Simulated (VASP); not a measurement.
Input:

```xyz
4
Lattice="3.3019 0.0000 0.0000 -1.6510 2.8596 0.0000 0.0000 0.0000 4.1408" Properties=species:S:1:pos:R:3 pbc="T T T"
Al     0.0000     1.9064     3.1056
Al     1.6510     0.9532     1.0352
N      0.0000     1.9064     1.0352
N      1.6510     0.9532     3.1056
```

Level of theory: PBEsol GGA, VASP's PBE PAW potentials (set 64) (plane waves; VASP). Settings: 520 eV cut-off, 9×9×6 Γ-centred mesh, tetrahedra with Blöchl corrections, potentials Al N.

The cores are frozen, which limits the accuracy of field gradients.

Problem. Give the principal components of the electric field gradient (V/Å²) and the asymmetry η at each nucleus.

Solution. 
```csv
atom,Vxx,Vyy,Vzz,η
Al1,-8.6,-8.6,17.1,0.00
Al2,-8.6,-8.6,17.1,0.00
N3,3.8,3.8,-7.7,0.00
N4,3.8,3.8,-7.7,0.00
```

The structure comes from a computed database's AlN entry (P6_3/mmc); how it stands against other phases isn't given here. It was relaxed first.
